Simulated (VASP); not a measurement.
# Cs2SiO6 (Fm-3m) in VASP: single point with PBE

Aim: the single point of Cs2SiO6 with PBE.

All numbers are computed with VASP 6.6.1; they aren't measurements. Logs are shortened: lines on timing, memory, paths and dates and some standing lists are left out, and cuts for length are marked.

### 1 The crystal as given

Symmetry: Fm-3m, No. 225, cubic system. The conventional cell has a = 8.582 Å, b = 8.582 Å, c = 8.582 Å, α = 90.00°, β = 90.00°, γ = 90.00°. Si (site symmetry m-3m) has 6 O at 1.80 Å as nearest neighbours. Around Cs (site symmetry -43m) lie 12 O at 3.05 Å. O (site symmetry 4mm) has 1 Si at 1.80 Å as nearest neighbours.

The cell was built by a generator and needn't be a form met in nature.

### 2 Single point, PBE

Input file INCAR:

```
SYSTEM = Cs2SiO6
ALGO = Normal ; EDIFF = 1E-6
ENCUT = 520 ; GGA = PE
ISIF = 2 ; ISMEAR = 0
LASPH = .TRUE. ; LCHARG = .TRUE.
LELF = .TRUE. ; LREAL = .FALSE.
LVHAR = .TRUE. ; LWAVE = .FALSE.
NBANDS = 39 ; NELM = 80
PREC = Accurate ; SIGMA = 0.0168
```

Input file KPOINTS:

```
k-points
0
G
  5 5 5
  0 0 0
```

Input file POSCAR:

```
Cs2SiO6
1.0
    0.0000000000      4.2910960000      4.2910960000
    4.2910960000      0.0000000000      4.2910960000
    4.2910960000      4.2910960000      0.0000000000
Si Cs O
1 2 6
Direct
    0.0000000000      0.0000000000      0.0000000000
    0.2500000000      0.2500000000      0.2500000000
    0.7500000000      0.7500000000      0.7500000000
    0.7900000000      0.2100000000      0.2100000000
    0.2100000000      0.7900000000      0.2100000000
    0.2100000000      0.7900000000      0.7900000000
    0.7900000000      0.2100000000      0.7900000000
    0.2100000000      0.2100000000      0.7900000000
    0.7900000000      0.7900000000      0.2100000000
```

Potentials or basis: VASP PAW PBE potentials, release 64 (Si, Cs_sv, O).

Launch:

```
$ cat potpaw_PBE.64/Si/POTCAR potpaw_PBE.64/Cs_sv/POTCAR potpaw_PBE.64/O/POTCAR > POTCAR
$ mpirun -np 1 vasp_std > vasp.out
```

OUTCAR:

```text
SYSTEM = Cs2SiO6
   EDIFF = 1E-6
   ENCUT = 520
   GGA = PE
   ISIF = 2
   ISMEAR = 0
   LASPH = .TRUE.
   LREAL = .FALSE.
   NELM = 80
   PREC = Accurate

 ion  position               nearest neighbor table
   1  0.000  0.000  0.000-   4 1.80   5 1.80   6 1.80   7 1.80   8 1.80   9 1.80
   2  0.250  0.250  0.250-
   3  0.750  0.750  0.750-
   4  0.790  0.210  0.210-   1 1.80
   5  0.210  0.790  0.210-   1 1.80
   6  0.210  0.790  0.790-   1 1.80
   7  0.790  0.210  0.790-   1 1.80
   8  0.210  0.210  0.790-   1 1.80
   9  0.790  0.790  0.210-   1 1.80

  LATTYP: Found a face centered cubic cell.
 ALAT       =     8.5821920000

  Lattice vectors:

 A1 = (   0.0000000000,   4.2910960000,   4.2910960000)
 A2 = (   4.2910960000,   0.0000000000,   4.2910960000)
 A3 = (   4.2910960000,   4.2910960000,   0.0000000000)

Analysis of symmetry for initial positions (statically):
=====================================================================
 Subroutine PRICEL returns:
 Original cell was already a primitive cell.

 Routine SETGRP: Setting up the symmetry group for a
 face centered cubic supercell.

 Subroutine GETGRP returns: Found 48 space group operations
 (whereof 48 operations were pure point group operations)
 out of a pool of 48 trial point group operations.

The static configuration has the point symmetry O_h .

Analysis of symmetry for dynamics (positions and initial velocities):
=====================================================================
 Subroutine PRICEL returns:
 Original cell was already a primitive cell.

 Routine SETGRP: Setting up the symmetry group for a
 face centered cubic supercell.

 Subroutine GETGRP returns: Found 48 space group operations
 (whereof 48 operations were pure point group operations)
 out of a pool of 48 trial point group operations.

The dynamic configuration has the point symmetry O_h .

 Subroutine INISYM returns: Found 48 space group operations
 (whereof 48 operations are pure point group operations),
 and found     1 'primitive' translations

----------------------------------------------------------------------------------------

                                     Primitive cell

  volume of cell :     158.0282

  direct lattice vectors                    reciprocal lattice vectors
     0.000000000  4.291096000  4.291096000    -0.116520348  0.116520348  0.116520348
     4.291096000  0.000000000  4.291096000     0.116520348 -0.116520348  0.116520348
     4.291096000  4.291096000  0.000000000     0.116520348  0.116520348 -0.116520348

  length of vectors
     6.068526161  6.068526161  6.068526161     0.201819163  0.201819163  0.201819163

  position of ions in fractional coordinates (direct lattice)
     0.000000000  0.000000000  0.000000000
     0.250000000  0.250000000  0.250000000
     0.750000000  0.750000000  0.750000000
     0.790000000  0.210000000  0.210000000
     0.210000000  0.790000000  0.210000000
     0.210000000  0.790000000  0.790000000
     0.790000000  0.210000000  0.790000000
     0.210000000  0.210000000  0.790000000
     0.790000000  0.790000000  0.210000000

  ion indices of the primitive-cell ions
   primitive index   ion index
                 1           1
                 2           2
                 3           3
                 4           4
                 5           5
                 6           6
                 7           7
                 8           8
                 9           9

----------------------------------------------------------------------------------------

 KPOINTS: k-points

Automatic generation of k-mesh.
 Grid dimensions read from file:
 generate k-points for:    5    5    5

 Generating k-lattice:

  Cartesian coordinates                     Fractional coordinates (reciprocal lattice)
    -0.023304070  0.023304070  0.023304070     0.200000000  0.000000000  0.000000000
     0.023304070 -0.023304070  0.023304070     0.000000000  0.200000000  0.000000000
     0.023304070  0.023304070 -0.023304070     0.000000000  0.000000000  0.200000000

  Length of vectors
     0.040363833  0.040363833  0.040363833

  Shift w.r.t. Gamma in fractional coordinates (k-lattice)
     0.000000000  0.000000000  0.000000000

 Subroutine IBZKPT returns following result:
 ===========================================

 Found     10 irreducible k-points:

 Following reciprocal coordinates:
            Coordinates               Weight
  0.000000  0.000000  0.000000      1.000000
  0.200000  0.000000  0.000000      8.000000
  0.400000  0.000000  0.000000      8.000000
  0.200000  0.200000  0.000000      6.000000
  0.400000  0.200000  0.000000     24.000000
 -0.400000  0.200000  0.000000     24.000000
 -0.200000  0.200000  0.000000     12.000000
  0.400000  0.400000  0.000000      6.000000
 -0.400000  0.400000  0.000000     12.000000
 -0.400000  0.400000  0.200000     24.000000
   k-points           NKPTS =     10   k-points in BZ     NKDIM =     10   number of bands    NBANDS=     39
   number of dos      NEDOS =    301   number of ions     NIONS =      9
   total plane-waves  NPLWV = 110592
   dimension x,y,z NGX =    48 NGY =   48 NGZ =   48
   dimension x,y,z NGXF=    96 NGYF=   96 NGZF=   96
   ions per type =               1   2   6
   NGX,Y,Z   is equivalent  to a cutoff of  13.15, 13.15, 13.15 a.u.
   NGXF,Y,Z  is equivalent  to a cutoff of  26.30, 26.30, 26.30 a.u.
 SYSTEM =  Cs2SiO6
   PREC   = accura    normal or accurate (medium, high low for compatibility)
   ISTART =      0    job   : 0-new  1-cont  2-samecut
   ICHARG =      2    charge: 1-file 2-atom 10-const
   ISPIN  =      1    spin polarized calculation?
   LNONCOLLINEAR =      F non collinear calculations
   LSORBIT =      F    spin-orbit coupling
   LASPH  =      T    aspherical Exc in radial PAW
   ENCUT  =  520.0 eV  38.22 Ry    6.18 a.u.  11.28 11.28 11.28*2*pi/ulx,y,z
   NELM   =     80;   NELMIN=  2; NELMDL= -5     # of ELM steps
   EDIFF  = 0.1E-05   stopping-criterion for ELM
   LREAL  =      F    real-space projection
   EDIFFG = 0.1E-04   stopping-criterion for IOM
   NSW    =      0    number of steps for IOM
   IBRION =     -1    ionic relax: 0-MD 1-quasi-New 2-CG
   NFREE  =      0    steps in history (QN), initial steepest desc. (CG)
   ISIF   =      2    stress and relaxation
   ISYM   =      2    0-nonsym 1-usesym 2-fastsym
   POTIM  = 0.5000    time-step for ionic-motion
   TEBEG  =    0.0;   TEEND  =   0.0 temperature during run
   PSTRESS=    0.0 pullay stress
   NELECT =      58.0000    total number of electrons
   NUPDOWN=      -1.0000    fix difference up-down
   EMIN   =  10.00;   EMAX   =-10.00  energy-range for DOS
   EFERMI =   0.00;   METHOD = LEGACY
   ISMEAR =     0;   SIGMA  =   0.02  broadening in eV -4-tet -1-fermi 0-gaus
   EFERMI_NEDOS =   21; number of points for ismear=-14 and -15
   IALGO  =     38    algorithm
   IMIX   =      4    mixing-type and parameters
     AMIX     =   0.40;   BMIX     =  1.00
     AMIX_MAG =   1.60;   BMIX_MAG =  1.00
  volume/ion in A,a.u.               =      17.56       118.49
  Fermi-wavevector in a.u.,A,eV,Ry     =   1.172121  2.214988 18.692617  1.373869
  Thomas-Fermi vector in A             =   2.308555
   LORBIT       =      0    0 simple, 1 ext, 2 COOP (PROOUT), +10 PAW based schemes
   GGA     = PE    functional components
   LHFCALC =     F    Hartree Fock is set to
   AEXX    =    0.0000 exact exchange contribution
   IVDW    =     0    specifies the selected vdW correction
   LEPSILON=     F    determine dielectric tensor
   LRPA    =     F    only Hartree local field effects (RPA)
 non-spin polarized calculation
 Gauss-broadening in eV      SIGMA  =   0.02
  energy-cutoff  :      520.00
  volume of cell :      158.03
 maximum number of plane-waves:      4279
 NGX is ok and might be reduce to    48
   NGX = 23   NGY = 23   NGZ = 23

 number of electron      58.0000002 magnetization

 Free energy of the ion-electron system (eV)
  ---------------------------------------------------
  ext. energy  EPLUGINS =         0.00000000
  ---------------------------------------------------
  free energy    TOTEN  =       -42.90315259 eV

  energy without entropy =      -42.90314936  energy(sigma->0) =      -42.90315097

 E-fermi :  -0.4586     XC(G=0):  -9.1818

 val. band max:       -0.4962962464   @ k =   0.0000   0.0000   0.0000
 cond. band min:      -0.4143072900   @ k =  -0.4000   0.4000   0.2000
 fundamental gap:      0.0819889564
 Fermi energy:        -0.4586348458

 k-point     1 :       0.0000    0.0000    0.0000
  band No.  band energies     occupation
      1     -19.1158      2.00000
      2     -18.3120      2.00000
      3     -17.6978      2.00000
      4     -16.8501      2.00000
      5     -16.8501      2.00000
      6     -16.8501      2.00000
[... 31 lines left out ...]
     38       8.5986      0.00000
     39      10.2276      0.00000

 k-point     2 :       0.2000    0.0000    0.0000
  band No.  band energies     occupation
      1     -19.0299      2.00000
      2     -18.3328      2.00000
      3     -17.8207      2.00000
      4     -16.8466      2.00000
      5     -16.8466      2.00000
      6     -16.8256      2.00000
[... 31 lines left out ...]
     38       8.9236      0.00000
     39      10.1723      0.00000

 k-point     3 :       0.4000    0.0000    0.0000
  band No.  band energies     occupation
      1     -18.8192      2.00000
      2     -18.4360      2.00000
      3     -18.0101      2.00000
      4     -16.8408      2.00000
      5     -16.8408      2.00000
      6     -16.7968      2.00000
[... 244 lines left out ...]
 k-point     9 :      -0.4000    0.4000    0.0000
  band No.  band energies     occupation
      1     -18.5055      2.00000
      2     -18.4772      2.00000
      3     -18.3408      2.00000
      4     -16.8656      2.00000
      5     -16.8548      2.00000
      6     -16.7325      2.00000
[... 31 lines left out ...]
     38      10.0502      0.00000
     39      10.3497      0.00000

 k-point    10 :      -0.4000    0.4000    0.2000
  band No.  band energies     occupation
      1     -18.6243      2.00000
      2     -18.4211      2.00000
      3     -18.2713      2.00000
      4     -16.8716      2.00000
      5     -16.8162      2.00000
      6     -16.7677      2.00000
[... 31 lines left out ...]
     38       9.7948      0.00000
     39       9.9231      0.00000

------------------------ aborting loop because EDIFF is reached ----------------------------------------

  FORCE on cell =-STRESS in cart. coord.  units (eV):
  Direction    XX          YY          ZZ          XY          YZ          ZX
  --------------------------------------------------------------------------------------
  -------------------------------------------------------------------------------------
  Total       -0.8641094     -0.8641094     -0.8641094      0.0000000     -0.0000000     -0.0000000
  in kB       -8.7608169     -8.7608169     -8.7608169      0.0000000     -0.0000000     -0.0000000
  external PRESSURE =      -8.7608169 kB  Pullay stress =       0.0000000 kB

 VOLUME and BASIS-vectors are now :
 -----------------------------------------------------------------------------
  energy-cutoff  :      520.00
  volume of cell :      158.03
      direct lattice vectors                 reciprocal lattice vectors
     0.000000000  4.291096000  4.291096000    -0.116520348  0.116520348  0.116520348
     4.291096000  0.000000000  4.291096000     0.116520348 -0.116520348  0.116520348
     4.291096000  4.291096000  0.000000000     0.116520348  0.116520348 -0.116520348

 POSITION                                       TOTAL-FORCE (eV/Angst)
 -----------------------------------------------------------------------------------
      0.00000      0.00000      0.00000        -0.000000     -0.000000      0.000000
      2.14555      2.14555      2.14555        -0.000000      0.000000      0.000000
      6.43664      6.43664      6.43664        -0.000000      0.000000      0.000000
      1.80226      4.29110      4.29110        -2.143100     -0.000000      0.000000
      4.29110      1.80226      4.29110        -0.000000     -2.143100      0.000000
      6.77993      4.29110      4.29110         2.143100     -0.000000      0.000000
      4.29110      6.77993      4.29110        -0.000000      2.143100      0.000000
      4.29110      4.29110      1.80226        -0.000000     -0.000000     -2.143100
      4.29110      4.29110      6.77993        -0.000000     -0.000000      2.143100
 -----------------------------------------------------------------------------------
    total drift:                               -0.000000     -0.000000      0.000000

  FREE ENERGIE OF THE ION-ELECTRON SYSTEM (eV)
  ---------------------------------------------------
  free  energy   TOTEN  =       -42.9031525870 eV

  energy  without entropy=      -42.9031493597  energy(sigma->0) =      -42.90315097
```

It took 83 s on 1 thread of Intel Xeon Platinum 8488C (Sapphire Rapids), shared host; peak memory 0.34 GiB.

What came out:

| Property | Result |
| --- | --- |
| Free energy | -42.9032 eV |
| Pressure | -0.9 GPa |
| Largest force | 2.143 eV/Å |
| Band gap on the k mesh | 0.08 eV, indirect (least direct gap 0.16 eV) |

Forces on the atoms (eV/Å):
```
Si   0.000  0.000  0.000
Cs   0.000  0.000  0.000
Cs   0.000  0.000  0.000
O   -2.143  0.000  0.000
O    0.000 -2.143  0.000
O    2.143  0.000  0.000
O    0.000  2.143  0.000
O    0.000  0.000 -2.143
O    0.000  0.000  2.143
```

Levels at points of the mesh, in eV from the valence-band top:
| k point | band 26 | band 27 | band 28 | band 29 | band 30 | band 31 | band 32 | band 33 |
| --- | --- | --- | --- | --- | --- | --- | --- | --- |
| (0.00, 0.00, 0.00) | -0.65 | 0.00 | 0.00 | 0.00 | 0.28 | 0.28 | 0.28 | 7.41 |

Caveat: spin-orbit coupling is left out, which moves the levels of the heavy elements; an odd mesh through Γ misses points on the zone boundary, where band edges often lie; forces of over 1 eV/Å show positions far from the minimum, so gaps and moduli don't describe the material at rest.
